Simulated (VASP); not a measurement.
All values below come from PBE GGA, VASP's PBE PAW potentials (set 64) (plane waves; VASP).

VASP input:

### POSCAR
```
TiAl3
1
   -1.9111050000     1.9111050000     4.2806700000
    1.9111050000    -1.9111050000     4.2806700000
    1.9111050000     1.9111050000    -4.2806700000
Ti Al
1 3
Direct
  0.0000000000   0.0000000000   0.0000000000
  0.5000000000   0.5000000000   0.0000000000
  0.7500000000   0.2500000000   0.5000000000
  0.2500000000   0.7500000000   0.5000000000
```

### KPOINTS
```
Automatic mesh
0
Gamma
 12 12 12
```

### INCAR
```
ALGO = Normal
EDIFF = 1E-6
ENCUT = 300
GGA = PE
ISIF = 2
ISMEAR = -1
LASPH = .True.
LCHARG = .False.
LMAXMIX = 4
LREAL = .False.
LWAVE = .False.
NELM = 100
PREC = Accurate
SIGMA = 0.1
SYSTEM = TiAl3
```

POTCAR, in this order: Ti_sv Al (PBE.64 set). Program: vasp_std.

The run wrote:

OSZICAR:
```
       N       E                     dE             d eps       ncg     rms          rms(c)
DAV:   1     0.842501825212E+02    0.84250E+02   -0.70920E+03  4596   0.954E+02
DAV:   2    -0.160133061855E+02   -0.10026E+03   -0.98880E+02  4840   0.274E+02
DAV:   3    -0.225486120144E+02   -0.65353E+01   -0.62407E+01  7176   0.637E+01
DAV:   4    -0.226715051702E+02   -0.12289E+00   -0.12260E+00  5674   0.926E+00
DAV:   5    -0.226752904850E+02   -0.37853E-02   -0.37849E-02  7268   0.147E+00    0.110E+01
DAV:   6    -0.214483753679E+02    0.12269E+01   -0.30144E+01  6826   0.436E+01    0.676E+00
DAV:   7    -0.207435310469E+02    0.70484E+00   -0.10094E+01  5904   0.241E+01    0.298E+00
DAV:   8    -0.207082750652E+02    0.35256E-01   -0.14247E+00  6130   0.102E+01    0.163E+00
DAV:   9    -0.206631867034E+02    0.45088E-01   -0.42704E-01  6286   0.530E+00    0.194E-01
DAV:  10    -0.206642040970E+02   -0.10174E-02   -0.73589E-03  5844   0.713E-01    0.243E-01
DAV:  11    -0.206629297294E+02    0.12744E-02   -0.81689E-03  6430   0.678E-01    0.332E-02
DAV:  12    -0.206629404083E+02   -0.10679E-04   -0.93245E-05  5568   0.815E-02    0.189E-02
DAV:  13    -0.206629385612E+02    0.18471E-05   -0.52429E-06  5382   0.238E-02    0.656E-03
DAV:  14    -0.206629380930E+02    0.46822E-06   -0.36150E-06  5152   0.137E-02
   1 F= -.20662938E+02 E0= -.20633890E+02  d E =-.580957E-01
```

File OUTCAR:
```
------------------------ aborting loop because EDIFF is reached ----------------------------------------
  FORCE on cell =-STRESS in cart. coord.  units (eV):
  Direction    XX          YY          ZZ          XY          YZ          ZX
  --------------------------------------------------------------------------------------
  Total        0.8104185      0.8104185      0.7295318      0.0000000     -0.0000000      0.0000000
  in kB       20.7624734     20.7624734     18.6902019      0.0000000     -0.0000000      0.0000000
  external PRESSURE =      20.0717162 kB  Pullay stress =       0.0000000 kB
  volume of cell :       62.54
      direct lattice vectors                 reciprocal lattice vectors
    -1.911105000  1.911105000  4.280670000     0.000000000  0.261628744  0.116804145
     1.911105000 -1.911105000  4.280670000     0.261628744  0.000000000  0.116804145
     1.911105000  1.911105000 -4.280670000     0.261628744  0.261628744  0.000000000
 POSITION                                       TOTAL-FORCE (eV/Angst)
 -----------------------------------------------------------------------------------
      0.00000      0.00000      0.00000         0.000000      0.000000     -0.000000
      0.00000      0.00000      4.28067         0.000000      0.000000     -0.000000
      0.00000      1.91111      2.14033        -0.000000      0.000000     -0.000000
      1.91111      0.00000      2.14033         0.000000     -0.000000      0.000000
 -----------------------------------------------------------------------------------
    total drift:                               -0.000000      0.000000      0.000000
  FREE ENERGIE OF THE ION-ELECTRON SYSTEM (eV)
  ---------------------------------------------------
  free  energy   TOTEN  =       -20.6629380930 eV

  energy  without entropy=      -20.6048424277  energy(sigma->0) =      -20.63389026
```
(Selected blocks of OUTCAR.)

At this cut-off the stress carries a Pulay error, which pulls relaxed volumes low.

The structure comes from a computed database's TiAl3 entry (I4/mmm); how it stands against other phases isn't given here. The cell was not relaxed at this level. The electron count is odd and the run is not spin-polarised, which forces a metal.
